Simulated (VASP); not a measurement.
Here is the system:

```xyz
2
Lattice="0.0000 2.6637 2.6637 2.6637 0.0000 2.6637 2.6637 2.6637 0.0000" Properties=species:S:1:pos:R:3 pbc="T T T"
Sc     2.6637     2.6637     0.0000
B      1.3318     1.3318     1.3318
```

Calculation: PBEsol GGA, VASP's PBE PAW potentials (set 64) (plane waves; VASP). Settings: 520 eV cut-off, Gaussian smearing of 0.050 eV, potentials Sc_sv B.

Q: Estimate the band gap (along the path) with the smallest direct gap where there is one.

A: 
The band gap (along the path) comes out as none (metal, semimetal or under 0.01 eV).

Total energies compare only between runs with the same potentials, cut-off and functional.

The structure was generated: ScB was put into the zinc blende type (F-43m), which need not be its known phase. It was relaxed first, which changed the volume by -25 %.
